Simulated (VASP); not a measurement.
Consider the following.

```
AlAs
1.0
    0.00000     2.86621     2.86621
    2.86621     0.00000     2.86621
    2.86621     2.86621     0.00000
Al As
1 1
Direct
  0.00000   0.00000   0.00000
  0.25000   0.25000   0.25000
```

All values below come from PBE GGA, VASP's PBE PAW potentials (set 64) (plane waves; VASP). Run with PREC = Normal, EDIFF = 1E-5, 400 eV cut-off, 8×8×8 Γ-centred mesh, Gaussian smearing of 0.050 eV, potentials Al As.

Question: Estimate the energy per atom (σ→0), band gap (on the k-mesh) with the smallest direct gap where there is one.

Answer: 
| Property | Result |
|---|---|
| band gap (on the k-mesh) | 1.50 eV |
| smallest direct gap (on the k-mesh) | 1.76 eV |
| energy per atom (σ→0) | -4.694 eV/atom |

The absolute energy has meaning only against runs of the same code, potentials and settings.

The compound is AlAs in the zinc blende structure. It was relaxed first.
